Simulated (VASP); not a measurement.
Given:

```
CdI2
1.0
    2.08335    -3.60847     0.00000
    2.08335     3.60847     0.00000
    0.00000     0.00000     6.64269
Cd I
1 2
Direct
  0.00000   0.00000   0.00000
  0.33333   0.66667   0.25472
  0.66667   0.33333   0.74528
```

Level of theory: LDA (Ceperley-Alder, Perdew-Zunger), VASP's LDA PAW potentials (set 64) (plane waves; VASP). Settings: 400 eV cut-off, 7×7×4 Γ-centred mesh, tetrahedra with Blöchl corrections, potentials Cd I.

The cores are frozen, which limits the accuracy of field gradients.

### Question
Give the principal components of the electric field gradient (V/Å²) and the asymmetry η at each nucleus.

### Answer

```tsv
atom	Vxx	Vyy	Vzz	η
Cd1	-0.5	-0.5	0.9	0.01
I2	24.8	24.8	-49.6	0.00
I3	24.8	24.8	-49.6	0.00
```

The compound is CdI2 in the 1T layered structure. It was relaxed first, which changed the volume by -6 %.
